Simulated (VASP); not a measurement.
The system is PdC.

```
Pd C
1.0
     3.07313    0.00000    0.00000
     0.00000    3.07313    0.00000
     0.00000    0.00000    3.07313
Pd C
1 1
Direct
  0.00000 0.00000 0.00000
  0.50000 0.50000 0.50000
```

The cell was built by a generator and needn't be a form met in nature.

The cell isn't the ideal one: random cell by space group and Wyckoff sites (Pm-3m, No. 221).

```yaml
Program: VASP 6.6.1
Task: relaxation of cell and atoms
Functional: PBE
Potentials_or_basis: VASP PAW PBE potentials, release 64 (Pd, C)
Cutoff: 600 eV
k_mesh: 6 × 6 × 6
Occupations: gaussian, width 0.1 eV
Spin: no spin polarisation
```

At the start: pressure -29.6 GPa; volume 14.51 Å³/atom.

**Question.** How do energy, volume and symmetry change on relaxing?

**Answer.** Over 4 steps the energy falls by 495.3 meV/atom and the volume is 10.58 Å³/atom (-27.1 %); space group Pm-3m (No. 221, to 0.05 Å).

The path:
```csv
step,energy change (eV),largest force (eV/Å),pressure (GPa),volume (Å³)
1,0.0000,0.0000,-29.56,29.02
2,-0.8279,0.0000,28.23,19.17
3,-0.9903,0.0000,-1.07,21.31
4,-0.9906,0.0000,0.37,21.17
```

Final structure:
```
Pd C
1.0
     2.76627    0.00000    0.00000
     0.00000    2.76627    0.00000
     0.00000    0.00000    2.76627
Pd C
1 1
Direct
  0.00000 0.00000 0.00000
  0.50000 0.50000 0.50000
```

Caveat: the volume moved by over 15 % at a fixed basis, so the end points are rough.
